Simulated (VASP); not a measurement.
These are r2SCAN meta-GGA, VASP's PBE PAW potentials (set 64) (plane waves; VASP) values and carry that method's errors.

VASP input:

File POSCAR:
```
C
1
    4.1910296103     0.0000000000     0.0000000000
    0.0000000000     2.4636728769     0.0000000000
    0.0000000000     0.0000000000    10.5346975798
C
4
Direct
  0.6688093044   0.0000000000   0.5000200555
  0.8311906956   0.5000000000   0.5000200555
  0.3311906956   0.0000000000   0.4999799445
  0.1688093044   0.5000000000   0.4999799445
```

**KPOINTS**
```
Automatic
0
gamma
 5 8 1
```

**INCAR**
```
SYSTEM = C
PREC = Accurate
ENCUT = 520
EDIFF = 1E-6
NELM = 100
ALGO = Normal
LREAL = .FALSE.
LASPH = .TRUE.
ISMEAR = 0
SIGMA = 0.05
METAGGA = R2SCAN
LMIXTAU = .TRUE.
LWAVE = .FALSE.
LCHARG = .FALSE.
IBRION = 2
ISIF = 4
NSW = 60
EDIFFG = -0.02
```

POTCAR, in this order: C (PBE.64 set). Program: vasp_std.

Output

OSZICAR:
```
...
DAV:   2    -0.396697134411E+02    0.33451E-01   -0.38675E-02   376   0.195E+00    0.445E-01
DAV:   3    -0.396745495633E+02   -0.48361E-02   -0.33644E-02   376   0.170E+00    0.783E-02
DAV:   4    -0.396777560332E+02   -0.32065E-02   -0.65425E-03   372   0.945E-01    0.746E-02
DAV:   5    -0.396792730692E+02   -0.15170E-02   -0.64768E-04   372   0.300E-01    0.450E-02
DAV:   6    -0.396782307490E+02    0.10423E-02   -0.45594E-04   364   0.266E-01    0.164E-02
DAV:   7    -0.396779020624E+02    0.32869E-03   -0.16502E-03   372   0.442E-01    0.173E-02
DAV:   8    -0.396777397101E+02    0.16235E-03   -0.53515E-04   360   0.298E-01    0.526E-03
DAV:   9    -0.396799298018E+02   -0.21901E-02   -0.54850E-04   368   0.254E-01    0.610E-03
DAV:  10    -0.396796288297E+02    0.30097E-03   -0.16761E-04   360   0.164E-01    0.462E-03
DAV:  11    -0.396800333161E+02   -0.40449E-03   -0.10180E-04   368   0.129E-01    0.150E-03
DAV:  12    -0.396800396157E+02   -0.62996E-05   -0.88479E-06   396   0.390E-02    0.141E-03
DAV:  13    -0.396800543021E+02   -0.14686E-04   -0.51744E-06   360   0.290E-02    0.581E-04
DAV:  14    -0.396800588659E+02   -0.45637E-05   -0.14247E-06   368   0.168E-02    0.182E-04
DAV:  15    -0.396800591143E+02   -0.24846E-06   -0.72650E-08   296   0.400E-03
   5 F= -.39680059E+02 E0= -.39680059E+02  d E =-.114491E-01
       N       E                     dE             d eps       ncg     rms          rms(c)
DAV:   1    -0.396832585364E+02   -0.31997E-02   -0.23182E-01   368   0.444E+00    0.213E-01
DAV:   2    -0.396800234989E+02    0.32350E-02   -0.37161E-03   376   0.555E-01    0.122E-01
DAV:   3    -0.396793538251E+02    0.66967E-03   -0.26928E-03   368   0.471E-01    0.240E-02
DAV:   4    -0.396786211696E+02    0.73266E-03   -0.78669E-04   360   0.362E-01    0.190E-02
DAV:   5    -0.396805730098E+02   -0.19518E-02   -0.85835E-04   360   0.299E-01    0.119E-02
DAV:   6    -0.396807361530E+02   -0.16314E-03   -0.10113E-04   360   0.122E-01    0.794E-03
DAV:   7    -0.396793050131E+02    0.14311E-02   -0.27740E-04   360   0.220E-01    0.311E-03
DAV:   8    -0.396807980829E+02   -0.14931E-02   -0.25031E-04   360   0.200E-01    0.337E-03
DAV:   9    -0.396804288351E+02    0.36925E-03   -0.71262E-05   364   0.896E-02    0.134E-03
DAV:  10    -0.396808102009E+02   -0.38137E-03   -0.54524E-05   360   0.742E-02    0.583E-04
DAV:  11    -0.396808106764E+02   -0.47547E-06   -0.20856E-06   360   0.169E-02
   6 F= -.39680811E+02 E0= -.39680811E+02  d E =-.751562E-03
       N       E                     dE             d eps       ncg     rms          rms(c)
DAV:   1    -0.396819624941E+02   -0.11523E-02   -0.39845E-02   368   0.184E+00    0.883E-02
DAV:   2    -0.396812692020E+02    0.69329E-03   -0.64885E-04   372   0.235E-01    0.510E-02
DAV:   3    -0.396807346414E+02    0.53456E-03   -0.61921E-04   364   0.268E-01    0.985E-03
DAV:   4    -0.396814181565E+02   -0.68352E-03   -0.23007E-04   360   0.199E-01    0.827E-03
DAV:   5    -0.396813858179E+02    0.32339E-04   -0.51168E-05   372   0.851E-02    0.364E-03
DAV:   6    -0.396814911316E+02   -0.10531E-03   -0.19496E-05   372   0.641E-02    0.266E-03
DAV:   7    -0.396814793114E+02    0.11820E-04   -0.28239E-05   360   0.828E-02    0.184E-03
DAV:   8    -0.396815151838E+02   -0.35872E-04   -0.20374E-05   360   0.541E-02    0.119E-03
DAV:   9    -0.396815267933E+02   -0.11609E-04   -0.17007E-05   368   0.545E-02    0.669E-04
DAV:  10    -0.396815439687E+02   -0.17175E-04   -0.10129E-05   388   0.341E-02    0.437E-04
DAV:  11    -0.396815457498E+02   -0.17811E-05   -0.62965E-07   244   0.994E-03    0.228E-04
DAV:  12    -0.396815440191E+02    0.17307E-05   -0.43113E-07   260   0.976E-03    0.136E-04
DAV:  13    -0.396815478230E+02   -0.38039E-05   -0.30873E-07   244   0.734E-03    0.949E-05
DAV:  14    -0.396815480403E+02   -0.21732E-06   -0.66362E-08   260   0.380E-03
   7 F= -.39681548E+02 E0= -.39681548E+02  d E =-.148893E-02
       N       E                     dE             d eps       ncg     rms          rms(c)
DAV:   1    -0.396828760630E+02   -0.13282E-02   -0.18150E-01   376   0.385E+00    0.219E-01
DAV:   2    -0.396805365771E+02    0.23395E-02   -0.45757E-03   372   0.604E-01    0.136E-01
DAV:   3    -0.396795741738E+02    0.96240E-03   -0.30710E-03   368   0.525E-01    0.297E-02
DAV:   4    -0.396786497518E+02    0.92442E-03   -0.10520E-03   360   0.412E-01    0.219E-02
DAV:   5    -0.396804876775E+02   -0.18379E-02   -0.50417E-04   360   0.278E-01    0.121E-02
DAV:   6    -0.396806302071E+02   -0.14253E-03   -0.73349E-05   360   0.108E-01    0.468E-03
DAV:   7    -0.396808116906E+02   -0.18148E-03   -0.45852E-05   360   0.837E-02    0.481E-03
DAV:   8    -0.396807647420E+02    0.46949E-04   -0.49998E-05   368   0.637E-02    0.332E-03
DAV:   9    -0.396808256767E+02   -0.60935E-04   -0.29336E-05   364   0.617E-02    0.186E-03
DAV:  10    -0.396808186471E+02    0.70296E-05   -0.14183E-05   360   0.437E-02    0.157E-03
DAV:  11    -0.396808343553E+02   -0.15708E-04   -0.17636E-05   364   0.468E-02    0.473E-04
DAV:  12    -0.396808313150E+02    0.30403E-05   -0.86525E-07   248   0.109E-02    0.439E-04
DAV:  13    -0.396808350172E+02   -0.37022E-05   -0.60272E-07   240   0.840E-03    0.191E-04
DAV:  14    -0.396808356493E+02   -0.63205E-06   -0.13806E-07   236   0.526E-03
   8 F= -.39680836E+02 E0= -.39680836E+02  d E =0.712391E-03
       N       E                     dE             d eps       ncg     rms          rms(c)
DAV:   1    -0.396827473002E+02   -0.19123E-02   -0.71021E-02   376   0.241E+00    0.137E-01
DAV:   2    -0.396816435346E+02    0.11038E-02   -0.18008E-03   368   0.382E-01    0.852E-02
DAV:   3    -0.396809814510E+02    0.66208E-03   -0.14124E-03   372   0.385E-01    0.189E-02
DAV:   4    -0.396817256017E+02   -0.74415E-03   -0.45590E-04   368   0.267E-01    0.137E-02
DAV:   5    -0.396818602185E+02   -0.13462E-03   -0.34540E-05   364   0.712E-02    0.797E-03
DAV:   6    -0.396817611444E+02    0.99074E-04   -0.24669E-05   360   0.696E-02    0.335E-03
DAV:   7    -0.396818626363E+02   -0.10149E-03   -0.29434E-05   360   0.613E-02    0.323E-03
DAV:   8    -0.396818950158E+02   -0.32380E-04   -0.13278E-05   360   0.567E-02    0.127E-03
DAV:   9    -0.396819191901E+02   -0.24174E-04   -0.17035E-05   364   0.645E-02    0.112E-03
DAV:  10    -0.396819358434E+02   -0.16653E-04   -0.88393E-06   360   0.335E-02    0.809E-04
DAV:  11    -0.396819538461E+02   -0.18003E-04   -0.51562E-06   368   0.247E-02    0.294E-04
DAV:  12    -0.396819490401E+02    0.48060E-05   -0.45642E-07   272   0.992E-03    0.184E-04
DAV:  13    -0.396819548264E+02   -0.57863E-05   -0.32200E-07   240   0.734E-03    0.142E-04
DAV:  14    -0.396819554194E+02   -0.59300E-06   -0.70838E-08   308   0.385E-03
   9 F= -.39681955E+02 E0= -.39681955E+02  d E =-.407379E-03
       N       E                     dE             d eps       ncg     rms          rms(c)
DAV:   1    -0.396822096704E+02   -0.25484E-03   -0.80390E-03   360   0.787E-01    0.535E-02
DAV:   2    -0.396820034718E+02    0.20620E-03   -0.17357E-04   380   0.118E-01    0.317E-02
DAV:   3    -0.396819538681E+02    0.49604E-04   -0.17047E-04   368   0.118E-01    0.595E-03
DAV:   4    -0.396814584658E+02    0.49540E-03   -0.14663E-04   360   0.152E-01    0.563E-03
DAV:   5    -0.396819704225E+02   -0.51196E-03   -0.12985E-04   360   0.132E-01    0.151E-03
DAV:   6    -0.396820396873E+02   -0.69265E-04   -0.13551E-05   360   0.437E-02    0.146E-03
DAV:   7    -0.396819756966E+02    0.63991E-04   -0.12080E-05   360   0.399E-02    0.240E-03
DAV:   8    -0.396820376128E+02   -0.61916E-04   -0.93190E-06   360   0.361E-02    0.559E-04
DAV:   9    -0.396820443674E+02   -0.67545E-05   -0.40543E-06   364   0.221E-02    0.484E-04
DAV:  10    -0.396820359032E+02    0.84642E-05   -0.23856E-06   360   0.188E-02    0.660E-04
DAV:  11    -0.396820490139E+02   -0.13111E-04   -0.15831E-06   360   0.156E-02    0.319E-04
DAV:  12    -0.396820488642E+02    0.14968E-06   -0.14956E-07   248   0.541E-03
  10 F= -.39682049E+02 E0= -.39682049E+02  d E =-.934448E-04
```

OUTCAR:
```
------------------------ aborting loop because EDIFF is reached ----------------------------------------
  FORCE on cell =-STRESS in cart. coord.  units (eV):
  Direction    XX          YY          ZZ          XY          YZ          ZX
  --------------------------------------------------------------------------------------
  Total       -0.0395330     -0.0187659     -0.0282265      0.0000000      0.0000000      0.0000000
  in kB       -0.5822975     -0.2764096     -0.4157588      0.0000000      0.0000000      0.0000000
  external PRESSURE =      -0.4248220 kB  Pullay stress =       0.0000000 kB
  volume of cell :      108.77
      direct lattice vectors                 reciprocal lattice vectors
     4.255446032  0.000000000  0.000000000     0.234992993  0.000000000 -0.000000000
     0.000000000  2.459562211  0.000000000     0.000000000  0.406576421  0.000000000
     0.000000000  0.000000000 10.392569685    -0.000000000  0.000000000  0.096222593
 POSITION                                       TOTAL-FORCE (eV/Angst)
 -----------------------------------------------------------------------------------
      2.83656      2.45956      5.19634         0.002047      0.000000     -0.000606
      3.54661      1.22978      5.19634        -0.002047      0.000000     -0.000606
      1.41888      0.00000      5.19623        -0.002047     -0.000000      0.000606
      0.70884      1.22978      5.19623         0.002047      0.000000      0.000606
 -----------------------------------------------------------------------------------
    total drift:                                0.000000     -0.000000     -0.000000
  FREE ENERGIE OF THE ION-ELECTRON SYSTEM (eV)
  ---------------------------------------------------
  free  energy   TOTEN  =       -39.6820488642 eV

  energy  without entropy=      -39.6820488642  energy(sigma->0) =      -39.68204886

 reached required accuracy - stopping structural energy minimisation
```
(Selected blocks of OUTCAR.)

### CONTCAR
```
C
   1.00000000000000
     4.2554460319696474    0.0000000000000000    0.0000000000000000
     0.0000000000000000    2.4595622113591644    0.0000000000000000
     0.0000000000000000    0.0000000000000000   10.3925696850684837
  C
     4
Direct
     0.6665723797958770    1.0000000000000000    0.5000054952997770
     0.8334276202041230    0.5000000000000000    0.5000054952997770
     0.3334276202041228    0.0000000000000000    0.4999945047002229
     0.1665723797958772    0.5000000000000000    0.4999945047002229
```

The cell holds a wide vacuum, so values per volume refer to the whole cell.

The cell is a sheet with vacuum, built from a generated structure.
